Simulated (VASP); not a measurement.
The system is Sr2SO.

```
Sr S O
1.0
     4.04324    0.00000    0.00000
     0.00000    4.04324    0.00000
     0.00000    0.00000    5.71800
Sr S O
2 1 1
Direct
  0.50000 0.50000 0.50000
  0.00000 0.00000 0.00000
  0.00000 0.00000 0.50000
  0.50000 0.50000 0.00000
```

The cell comes from a database or a generator and needn't be the stable form of this composition.

Base run:

| Item | Value |
| --- | --- |
| Program | VASP 6.6.1 |
| Functional | HSE(alpha, omega) |
| Potentials or basis | VASP PAW PBE potentials, release 64 (Sr_sv, S, O) |
| Cutoff | 520 eV |
| k mesh | 4 × 4 × 3 |
| Occupations | fermi-dirac, width 0.05 eV |
| Spin | no spin polarisation |

Its results: band gap on the k mesh 2.67 eV, direct; pressure -0.4 GPa.

Question: The run is repeated on the same cell with these changes: share of exact exchange from 0.1 to 0.15. What comes out?

Answer: Band gap on the k mesh 2.91 eV, direct; pressure -0.6 GPa.

Caveats: the PAW data sets were made with another functional, which shifts forces and pressure a little; an odd mesh through Γ misses points on the zone boundary, where band edges often lie.
